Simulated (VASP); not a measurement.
## Moving the choice of potentials or basis in ZnHgO2

The cell as given:

```yaml
crystal:
  lattice:
    - [4.00922, 0.00000, 0.00000]
    - [0.00000, 4.00922, 0.00000]
    - [0.00000, 0.00000, 3.30459]
  atoms:
    - { symbol: Zn, position: [0.00000, 0.00000, 0.00000] }
    - { symbol: Hg, position: [0.50000, 0.50000, 0.50000] }
    - { symbol: O, position: [0.50000, 0.00000, 0.00000] }
    - { symbol: O, position: [0.00000, 0.50000, 0.00000] }
```

The cell comes from a database or a generator and needn't be the stable form of this composition.

Kept alike: task relaxation of cell and atoms; functional PBE; k mesh 5 × 5 × 6; occupations fermi-dirac, width 0.05 eV; no spin polarisation. Program: VASP, cutoff 900 eV. The mesh is that of the run's cell of 4 atoms. No spin-orbit coupling.

| choice of potentials or basis | volume (Å³/atom) | first edge of the run's cell (Å) | third edge of the run's cell (Å) |
| --- | --- | --- | --- |
| Hg, O, Zn | 13.387 | 4.022 | 3.310 |
| Hg, O_s, Zn | 13.386 | 4.022 | 3.310 |
| Hg_sv_GW, O_GW, Zn_GW | 13.299 | 4.012 | 3.305 |
| Hg_sv_GW, O_GW, Zn_sv_GW | 13.291 | 4.012 | 3.304 |

The relaxations keep at least the cell's symmetry (P4/mmm). For a metal such a mesh leaves the last digits unconverged. Relaxations stop with a little pressure left, so the last digits of a volume or edge aren't settled. Runs of this series that gave no sound value for these columns are left out.

Q: What does the choice of potentials or basis change here?

A: The volume runs from 13.291 (Hg_sv_GW, O_GW, Zn_sv_GW) to 13.387 Å³/atom (Hg, O, Zn). The first edge of the run's cell runs from 4.012 (Hg_sv_GW, O_GW, Zn_GW; Hg_sv_GW, O_GW, Zn_sv_GW) to 4.022 Å (Hg, O, Zn; Hg, O_s, Zn). The third edge of the run's cell runs from 3.304 (Hg_sv_GW, O_GW, Zn_sv_GW) to 3.310 Å (Hg, O, Zn; Hg, O_s, Zn).
